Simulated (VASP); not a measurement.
```xyz
2
Lattice="0.0000 2.1961 2.1961 2.1961 0.0000 2.1961 2.1961 2.1961 0.0000" Properties=species:S:1:pos:R:3 pbc="T T T"
Ta     0.0000     0.0000     0.0000
C      2.1961     2.1961     2.1961
```

The numbers are results of optB88-vdW, VASP's PBE PAW potentials (set 64) (plane waves; VASP), not measurements. Numerical set-up: 520 eV cut-off, 14×14×14 Γ-centred mesh, first-order Methfessel-Paxton smearing of 0.10 eV, potentials Ta_pv C.

Unless said otherwise, spin-orbit coupling is left out, though it shifts the bands of the heavy elements here.

Q: Predict the energy per atom (σ→0), pressure, band gap (on the k-mesh) with the smallest direct gap where there is one.

A: 
| Quantity | Result |
|---|---|
| band gap (on the k-mesh) | none (metal, semimetal or under 0.01 eV) |
| energy per atom (σ→0) | -9.086 eV/atom |
| pressure | 22.80 GPa |

Only differences to runs with the same potentials and settings are physical.

The compound is TaC in the rock salt structure. This cell is one point of a volume scan, at 0.94 of the reference volume. The electron count is odd and the run is not spin-polarised, which forces a metal.
